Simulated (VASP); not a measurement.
# MoS2 with PBEsol: from relaxation to properties, part 4 of 5

What structure does MoS2 take at this level, and what are its properties? The start is a cell from a database of measured crystal structures.

VASP 6.6.1; PBEsol; plane waves and PAW (Mo_sv, S).

So far, gap on the k-mesh (eV): step 2 (full relaxation (PBEsol)) 1.08; step 5 (total and projected DOS (PBEsol)) 0.935. The relaxed cell has a = 3.142, c = 18.576 Å (conventional setting).

## Step 6: Vibrations at Γ (PBEsol)

Zone-centre modes test whether the atoms sit at a minimum within this cell. IBRION = 8 takes the force constants from linear response, which needs tightly converged orbitals.

The input, INCAR:

```
SYSTEM = MoS2
PREC = Accurate
ENCUT = 400
EDIFF = 1E-08
NELM = 100
ISMEAR = 0
SIGMA = 0.05
LREAL = .FALSE.
ALGO = Normal
GGA = PS
NBANDS = 19
LASPH = .TRUE.
LORBIT = 11
LWAVE = .FALSE.
LCHARG = .FALSE.
KPAR = 2
IBRION = 8
LEPSILON = .TRUE.
ISIF = 2
```

The input, POSCAR:

```
MoS2
1.0
    1.5710333670      2.7211096120      0.0000000000
   -1.5710333670      2.7211096120      0.0000000000
    0.0000000000     -1.8140730746      6.1919625447
Mo S
1 2
Direct
    0.0000989742      0.0000989742      0.0002969225
    0.2495816124      0.2495816124      0.7487448373
    0.4173194134      0.4173194134      0.2519582402
```

The input, KPOINTS:

```
Automatic mesh
0
Gamma
16 16 16
0 0 0
```

The projector-augmented-wave data sets are Mo_sv and S (PBE family, release 64).

Launch:

```
mpirun -np 2 vasp_std
```

Output:

```text
[... set-up lines as in an earlier step ...]
 entering main loop
       N       E                     dE             d eps       ncg     rms          rms(c)
DAV:   1     0.146689217550E+03    0.14669E+03   -0.11858E+04 16454   0.106E+03
DAV:   2    -0.192751276881E+02   -0.16596E+03   -0.16208E+03 20056   0.290E+02
DAV:   3    -0.248266435328E+02   -0.55515E+01   -0.55052E+01 19287   0.499E+01
DAV:   4    -0.248868991271E+02   -0.60256E-01   -0.60226E-01 20006   0.551E+00
DAV:   5    -0.248876953721E+02   -0.79625E-03   -0.79620E-03 19316   0.606E-01    0.260E+01
DAV:   6    -0.238063666928E+02    0.10813E+01   -0.98213E+00 17165   0.200E+01    0.892E+00
DAV:   7    -0.235638089388E+02    0.24256E+00   -0.37174E+00 16360   0.114E+01    0.600E+00
DAV:   8    -0.234485549733E+02    0.11525E+00   -0.56206E-01 17744   0.478E+00    0.180E+00
DAV:   9    -0.234489263525E+02   -0.37138E-03   -0.25520E-02 19637   0.974E-01    0.654E-01
DAV:  10    -0.234475438066E+02    0.13825E-02   -0.10363E-02 17872   0.714E-01    0.135E-01
DAV:  11    -0.234475347098E+02    0.90968E-05   -0.50964E-04 18033   0.165E-01    0.414E-02
DAV:  12    -0.234475175139E+02    0.17196E-04   -0.77804E-05 18210   0.584E-02    0.228E-02
DAV:  13    -0.234475271533E+02   -0.96394E-05   -0.16840E-05 17554   0.237E-02    0.798E-03
DAV:  14    -0.234475272050E+02   -0.51679E-07   -0.12344E-06 20898   0.670E-03    0.283E-03
DAV:  15    -0.234475272560E+02   -0.51025E-07   -0.61571E-07 17819   0.449E-03    0.245E-03
DAV:  16    -0.234475272306E+02    0.25418E-07   -0.15853E-07 18990   0.276E-03    0.130E-03
DAV:  17    -0.234475272380E+02   -0.74269E-08   -0.84631E-09 11407   0.722E-04
   1 F= -.23447527E+02 E0= -.23447527E+02  d E =-.603137E-34
 Linear response reoptimize wavefunctions to high precision
DAV:   1    -0.234475272373E+02    0.71714E-09   -0.67095E-10 12552   0.180E-04
DAV:   2    -0.234475272373E+02   -0.11823E-10   -0.75734E-11 10191   0.588E-05
 Linear response G [H, r] |phi>, progress :
  Direction:   1
       N       E                     dE             d eps       ncg     rms
RMM:   1    -0.129705789225E+03   -0.12971E+03    0.17367E+02 29580   0.185E+02
RMM:   2    -0.120975464185E+03    0.87303E+01   -0.48552E+01 25514   0.410E+01
RMM:   3    -0.121490186567E+03   -0.51472E+00   -0.27559E+00 28669   0.956E+00
RMM:   4    -0.121509968103E+03   -0.19782E-01   -0.19535E-01 30553   0.212E+00
RMM:   5    -0.121509482453E+03    0.48565E-03   -0.27803E-02 31576   0.660E-01
RMM:   6    -0.121509084730E+03    0.39772E-03   -0.52191E-03 32323   0.229E-01
RMM:   7    -0.121508846594E+03    0.23814E-03   -0.18379E-04 32372   0.506E-02
RMM:   8    -0.121508838529E+03    0.80653E-05    0.10664E-04 31686   0.152E-02
RMM:   9    -0.121508843243E+03   -0.47138E-05   -0.95129E-05 31209   0.520E-03
RMM:  10    -0.121508842431E+03    0.81106E-06    0.18907E-05 30064   0.194E-03
RMM:  11    -0.121508842955E+03   -0.52343E-06    0.37248E-05 28542   0.106E-03
RMM:  12    -0.121508843256E+03   -0.30148E-06    0.17348E-05 27067   0.810E-04
RMM:  13    -0.121508843329E+03   -0.72376E-07   -0.22528E-06 23105   0.732E-04
RMM:  14    -0.121508843571E+03   -0.24234E-06    0.37642E-07 20520   0.714E-04
RMM:  15    -0.121508843553E+03    0.18394E-07   -0.10014E-06 19018   0.711E-04
RMM:  16    -0.121508843622E+03   -0.69238E-07   -0.53631E-06 18310   0.711E-04
 Linear response G [H, r] |phi>, progress :
  Direction:   2
       N       E                     dE             d eps       ncg     rms
RMM:   1    -0.130887045074E+03   -0.13089E+03    0.14290E+02 29819   0.182E+02
RMM:   2    -0.118833657176E+03    0.12053E+02   -0.47221E+01 25679   0.409E+01
RMM:   3    -0.119349106027E+03   -0.51545E+00   -0.25228E+00 29056   0.946E+00
RMM:   4    -0.119360535587E+03   -0.11430E-01   -0.16286E-01 30294   0.207E+00
RMM:   5    -0.119359207845E+03    0.13277E-02   -0.54689E-03 31512   0.655E-01
RMM:   6    -0.119360215065E+03   -0.10072E-02    0.21920E-04 32208   0.232E-01
RMM:   7    -0.119360208217E+03    0.68475E-05    0.28979E-03 32528   0.519E-02
RMM:   8    -0.119360466355E+03   -0.25814E-03    0.57963E-04 31712   0.154E-02
RMM:   9    -0.119360494201E+03   -0.27847E-04    0.28307E-04 31307   0.523E-03
RMM:  10    -0.119360507057E+03   -0.12855E-04    0.46571E-05 29992   0.199E-03
RMM:  11    -0.119360506537E+03    0.51915E-06    0.25958E-05 29021   0.112E-03
RMM:  12    -0.119360507622E+03   -0.10849E-05   -0.15694E-06 27192   0.861E-04
RMM:  13    -0.119360507415E+03    0.20760E-06   -0.38273E-06 23346   0.783E-04
RMM:  14    -0.119360507092E+03    0.32246E-06    0.13297E-05 20664   0.766E-04
RMM:  15    -0.119360508209E+03   -0.11170E-05   -0.79113E-06 19527   0.764E-04
RMM:  16    -0.119360507962E+03    0.24690E-06    0.96927E-07 18935   0.764E-04
 Linear response G [H, r] |phi>, progress :
  Direction:   3
       N       E                     dE             d eps       ncg     rms
RMM:   1    -0.130143292203E+03   -0.13014E+03    0.21600E+02 29083   0.189E+02
RMM:   2    -0.120213253844E+03    0.99300E+01   -0.52176E+01 25984   0.409E+01
RMM:   3    -0.120754683033E+03   -0.54143E+00   -0.32976E+00 28915   0.102E+01
RMM:   4    -0.120773895627E+03   -0.19213E-01   -0.21007E-01 30454   0.235E+00
RMM:   5    -0.120774697434E+03   -0.80181E-03   -0.22043E-02 30983   0.742E-01
RMM:   6    -0.120774843932E+03   -0.14650E-03   -0.31215E-03 31717   0.259E-01
RMM:   7    -0.120774834893E+03    0.90389E-05   -0.26893E-04 31485   0.578E-02
RMM:   8    -0.120774835276E+03   -0.38386E-06    0.34629E-06 30233   0.161E-02
RMM:   9    -0.120774836492E+03   -0.12155E-05    0.44699E-05 30478   0.544E-03
RMM:  10    -0.120774836813E+03   -0.32127E-06    0.28136E-05 28772   0.208E-03
RMM:  11    -0.120774836809E+03    0.46332E-08    0.11299E-05 27385   0.115E-03
RMM:  12    -0.120774836822E+03   -0.13582E-07    0.96307E-06 25946   0.872E-04
RMM:  13    -0.120774836836E+03   -0.13467E-07    0.10740E-07 22685   0.787E-04
RMM:  14    -0.120774836851E+03   -0.15547E-07   -0.10875E-06 19940   0.767E-04
RMM:  15    -0.120774836839E+03    0.11715E-07    0.11909E-06 18533   0.763E-04
RMM:  16    -0.120774836846E+03   -0.63020E-08   -0.32284E-06 17971   0.763E-04
 Linear response to external field (no local field effect), progress :
  Direction:   1
       N       E                     dE             d eps       ncg     rms          rms(c)
RMM:   1    -0.211057624301E+01   -0.21106E+01   -0.13195E+01 37300   0.638E+00
RMM:   2    -0.224052933334E+01   -0.12995E+00   -0.87280E-02 25844   0.115E+00
RMM:   3    -0.224278526836E+01   -0.22559E-02   -0.50950E-03 26614   0.206E-01
RMM:   4    -0.224288651615E+01   -0.10125E-03   -0.23830E-04 28311   0.413E-02
[...]
RMM:   1    -0.893369058329E+00   -0.89337E+00    0.41298E+00 17717   0.207E+01
RMM:   2    -0.692267790638E+00    0.20110E+00   -0.29083E-01 23634   0.340E+00    0.192E-01
RMM:   3    -0.690043902950E+00    0.22239E-02   -0.73904E-03 30010   0.544E-01    0.121E-01
RMM:   4    -0.688796471291E+00    0.12474E-02   -0.71444E-04 33692   0.165E-01    0.666E-02
RMM:   5    -0.688347681065E+00    0.44879E-03   -0.89784E-05 36571   0.519E-02    0.835E-03
RMM:   6    -0.688373451791E+00   -0.25771E-04   -0.65667E-06 31681   0.148E-02    0.415E-03
RMM:   7    -0.688427876041E+00   -0.54424E-04    0.33898E-06 29540   0.738E-03    0.153E-03
RMM:   8    -0.688430888674E+00   -0.30126E-05    0.22130E-06 34252   0.236E-03    0.965E-04
RMM:   9    -0.688432405005E+00   -0.15163E-05    0.38696E-07 32388   0.102E-03    0.256E-04
RMM:  10    -0.688433361309E+00   -0.95630E-06    0.77069E-07 35039   0.478E-04    0.798E-05
RMM:  11    -0.688433532033E+00   -0.17072E-06    0.24158E-07 35860   0.231E-04    0.365E-05
RMM:  12    -0.688433400098E+00    0.13193E-06    0.20449E-07 34257   0.106E-04    0.147E-05
RMM:  13    -0.688433331062E+00    0.69035E-07    0.86369E-08 33142   0.637E-05    0.357E-06
RMM:  14    -0.688433349229E+00   -0.18166E-07    0.34119E-08 34708   0.441E-05    0.210E-06
RMM:  15    -0.688433373986E+00   -0.24757E-07   -0.89305E-09 34023   0.354E-05    0.626E-07
RMM:  16    -0.688433391953E+00   -0.17967E-07   -0.54177E-09 33588   0.315E-05    0.341E-07
RMM:  17    -0.688433392244E+00   -0.29117E-09   -0.26256E-08 24021   0.290E-05    0.127E-07
 first order change of Fermi-energy   0.14109E+00
 force on displaced ion       1 direction 3 :   0.000  -0.000 -30.923
 Born effective charge ion    1 direction 3 :   0.000  -0.000  -0.673
 Linear response progress:
  Degree of freedom:   3/  6
       N       E                     dE             d eps       ncg     rms          rms(c)
RMM:   1    -0.105894969858E+00   -0.10589E+00   -0.12896E-01192596   0.177E+00
RMM:   2    -0.914816786190E-01    0.14413E-01   -0.99306E-03125619   0.536E-01    0.125E-01
RMM:   3    -0.917934061601E-01   -0.31173E-03   -0.28318E-04134391   0.993E-02    0.703E-02
RMM:   4    -0.920473808860E-01   -0.25397E-03   -0.58982E-05135150   0.456E-02    0.145E-02
RMM:   5    -0.920221085349E-01    0.25272E-04   -0.15995E-06137552   0.930E-03    0.549E-03
RMM:   6    -0.920024465731E-01    0.19662E-04   -0.36162E-07137839   0.342E-03    0.184E-03
RMM:   7    -0.920108264191E-01   -0.83798E-05   -0.10411E-07132844   0.109E-03    0.459E-04
RMM:   8    -0.920097956230E-01    0.10308E-05    0.56516E-08143045   0.295E-04    0.159E-04
RMM:   9    -0.920092719937E-01    0.52363E-06   -0.16307E-09141398   0.887E-05    0.745E-05
RMM:  10    -0.920087434879E-01    0.52851E-06   -0.46507E-08135473   0.761E-05    0.117E-05
RMM:  11    -0.920088336889E-01   -0.90201E-07   -0.87539E-08151386   0.308E-05    0.554E-06
RMM:  12    -0.920088762138E-01   -0.42525E-07    0.29549E-09144713   0.233E-05    0.110E-06
RMM:  13    -0.920088702670E-01    0.59468E-08    0.11618E-08132082   0.187E-05    0.735E-07
 first order change of Fermi-energy   0.81572E-02
 force on displaced ion       2 direction 1 : -10.078  -0.001  -0.000
 Born effective charge ion    2 direction 1 :   0.544   0.003  -0.000
 Linear response progress:
  Degree of freedom:   4/  6
       N       E                     dE             d eps       ncg     rms          rms(c)
RMM:   1    -0.152364433614E+00   -0.15236E+00   -0.13459E-01 39833   0.189E+00
RMM:   2    -0.133250611953E+00    0.19114E-01   -0.11419E-02 26014   0.577E-01    0.363E-01
RMM:   3    -0.133280492198E+00   -0.29880E-04   -0.55988E-04 25136   0.145E-01    0.263E-01
RMM:   4    -0.133363043028E+00   -0.82551E-04   -0.19199E-04 24867   0.818E-02    0.893E-02
RMM:   5    -0.133408558130E+00   -0.45515E-04   -0.65058E-05 24695   0.512E-02    0.195E-02
RMM:   6    -0.133410152457E+00   -0.15943E-05   -0.31634E-06 26891   0.134E-02    0.634E-03
RMM:   7    -0.133405292333E+00    0.48601E-05   -0.60700E-07 27381   0.445E-03    0.163E-03
RMM:   8    -0.133406969395E+00   -0.16771E-05   -0.14643E-08 27042   0.768E-04    0.104E-03
RMM:   9    -0.133409320350E+00   -0.23510E-05   -0.30097E-08 26919   0.442E-04    0.161E-04
RMM:  10    -0.133409131552E+00    0.18880E-06   -0.11067E-08 28772   0.135E-04    0.469E-05
RMM:  11    -0.133408892681E+00    0.23887E-06   -0.17688E-08 27319   0.573E-05    0.132E-05
RMM:  12    -0.133408960397E+00   -0.67716E-07   -0.47926E-08 27857   0.334E-05    0.104E-05
RMM:  13    -0.133408973041E+00   -0.12644E-07   -0.19415E-08 28417   0.259E-05    0.970E-07
RMM:  14    -0.133408963789E+00    0.92519E-08   -0.11489E-08 26793   0.219E-05    0.119E-06
 first order change of Fermi-energy   0.25222E+00
 force on displaced ion       2 direction 3 :   0.000  -0.000 -17.597
 Born effective charge ion    2 direction 3 :   0.000   0.000   0.376
 Linear response progress:
  Degree of freedom:   5/  6
       N       E                     dE             d eps       ncg     rms          rms(c)
RMM:   1    -0.105849620096E+00   -0.10585E+00   -0.12857E-01192609   0.177E+00
RMM:   2    -0.914896387058E-01    0.14360E-01   -0.97146E-03124117   0.534E-01    0.125E-01
RMM:   3    -0.917925291560E-01   -0.30289E-03   -0.26517E-04133440   0.979E-02    0.703E-02
RMM:   4    -0.920397784446E-01   -0.24725E-03   -0.57984E-05135670   0.450E-02    0.148E-02
RMM:   5    -0.920184897864E-01    0.21289E-04   -0.17779E-06137390   0.919E-03    0.554E-03
RMM:   6    -0.919988890930E-01    0.19601E-04   -0.15783E-07137268   0.339E-03    0.187E-03
RMM:   7    -0.920068446841E-01   -0.79556E-05   -0.24913E-08132985   0.105E-03    0.447E-04
RMM:   8    -0.920058278504E-01    0.10168E-05    0.52135E-08141828   0.289E-04    0.166E-04
RMM:   9    -0.920053163416E-01    0.51151E-06    0.23181E-08143005   0.933E-05    0.816E-05
RMM:  10    -0.920047716334E-01    0.54471E-06    0.32509E-09134502   0.786E-05    0.114E-05
RMM:  11    -0.920048651223E-01   -0.93489E-07   -0.10999E-09147584   0.303E-05    0.519E-06
RMM:  12    -0.920048955400E-01   -0.30418E-07    0.37496E-09147698   0.224E-05    0.944E-07
RMM:  13    -0.920048916987E-01    0.38413E-08    0.21383E-09128113   0.179E-05    0.749E-07
 first order change of Fermi-energy  -0.14959E-01
 force on displaced ion       3 direction 1 : -10.088  -0.002   0.000
 Born effective charge ion    3 direction 1 :   0.531   0.003  -0.000
 Linear response progress:
  Degree of freedom:   6/  6
       N       E                     dE             d eps       ncg     rms          rms(c)
RMM:   1    -0.152310742166E+00   -0.15231E+00   -0.13457E-01 39832   0.189E+00
RMM:   2    -0.133237886722E+00    0.19073E-01   -0.11644E-02 26272   0.576E-01    0.362E-01
RMM:   3    -0.133261009940E+00   -0.23123E-04   -0.57626E-04 25171   0.145E-01    0.263E-01
RMM:   4    -0.133344631501E+00   -0.83622E-04   -0.19416E-04 24796   0.819E-02    0.887E-02
RMM:   5    -0.133390147448E+00   -0.45516E-04   -0.65832E-05 24725   0.511E-02    0.188E-02
RMM:   6    -0.133390945501E+00   -0.79805E-06   -0.31410E-06 26996   0.133E-02    0.629E-03
RMM:   7    -0.133385886597E+00    0.50589E-05   -0.41245E-07 27264   0.443E-03    0.164E-03
RMM:   8    -0.133387483715E+00   -0.15971E-05   -0.23146E-08 27159   0.751E-04    0.107E-03
RMM:   9    -0.133390085293E+00   -0.26016E-05    0.56374E-09 26588   0.463E-04    0.159E-04
RMM:  10    -0.133389851239E+00    0.23405E-06    0.33087E-08 28812   0.143E-04    0.451E-05
RMM:  11    -0.133389586058E+00    0.26518E-06    0.22565E-08 27367   0.609E-05    0.137E-05
RMM:  12    -0.133389654371E+00   -0.68313E-07    0.34813E-08 28099   0.341E-05    0.991E-06
RMM:  13    -0.133389668650E+00   -0.14279E-07    0.40310E-08 28234   0.270E-05    0.110E-06
RMM:  14    -0.133389657358E+00    0.11292E-07    0.31783E-08 27358   0.229E-05    0.116E-06
RMM:  15    -0.133389661896E+00   -0.45381E-08    0.14134E-08 22772   0.216E-05    0.201E-07
 first order change of Fermi-energy  -0.39213E+00
 force on displaced ion       3 direction 3 :   0.000  -0.000 -17.464
 Born effective charge ion    3 direction 3 :  -0.000   0.000   0.298
 Born effective charges drift removed
 Linear response finished
```

Wall time 42 min (2 MPI ranks of Intel Xeon 6975P-C (Granite Rapids), shared host); peak memory 5.2 GiB.

(Part 4 of 5 ends here.)

[Lines on the potential files, build, host, timing and source positions are cut from VASP's logs without a mark.]

[Logs are printed without paths, hosts, clocks, repeated set-up lines and the standing remarks that a program may print on its own settings, such as how far it seeks lower states.]

[Hosts, paths, dates, database ids (printed as entryN), source tags and the programs' standing remarks are cut or masked in the printed files.]

[A measured line is paired with the nearest computed mode of its activity, which favours agreement.]
